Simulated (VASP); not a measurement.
OSZICAR of a VASP run on GaP (zinc blende):

### OSZICAR
```
       N       E                     dE             d eps       ncg     rms          rms(c)
DAV:   1     0.827674258828E+02    0.82767E+02   -0.94479E+03   942   0.200E+03
DAV:   2     0.129728535568E+01   -0.81470E+02   -0.78932E+02  1030   0.319E+02
DAV:   3    -0.442108842482E+01   -0.57184E+01   -0.56877E+01  1105   0.729E+01
DAV:   4    -0.453422344797E+01   -0.11314E+00   -0.11307E+00  1170   0.110E+01
DAV:   5    -0.453607229223E+01   -0.18488E-02   -0.18487E-02  1138   0.113E+00    0.354E+00
DAV:   6    -0.428749317523E+01    0.24858E+00   -0.49722E-01  1349   0.109E+01    0.229E+00
DAV:   7    -0.426368498277E+01    0.23808E-01   -0.11604E-01  1103   0.219E+00    0.105E+00
DAV:   8    -0.426325394319E+01    0.43104E-03   -0.12092E-02  1070   0.167E+00    0.118E-01
DAV:   9    -0.426331997063E+01   -0.66027E-04   -0.15199E-03  1172   0.780E-01    0.609E-02
DAV:  10    -0.426334926525E+01   -0.29295E-04   -0.93044E-05  1030   0.942E-02    0.320E-02
DAV:  11    -0.426337613440E+01   -0.26869E-04   -0.28689E-05   950   0.584E-02    0.321E-03
DAV:  12    -0.426337612269E+01    0.11710E-07   -0.14712E-06  1164   0.161E-02    0.331E-03
DAV:  13    -0.426337632063E+01   -0.19795E-06   -0.33983E-07   995   0.476E-03    0.862E-04
DAV:  14    -0.426337629402E+01    0.26613E-07   -0.33142E-08   595   0.268E-03
   1 F= -.42633763E+01 E0= -.42633763E+01  d E =0.000000E+00
```

Q: Which electronic solver shows in the log?

A: It is blocked Davidson (ALGO = Normal, or the opening steps of other solvers). The INCAR had ALGO = Normal.

Q: Can the final energy be trusted as converged?

A: Self-consistency was reached. It stopped with EDIFF = 1E-7, NELM = 100 (optB88-vdW, plane waves, VASP's PBE PAW potentials (set 64)).

The compound is GaP in the zinc blende structure. It was relaxed first.
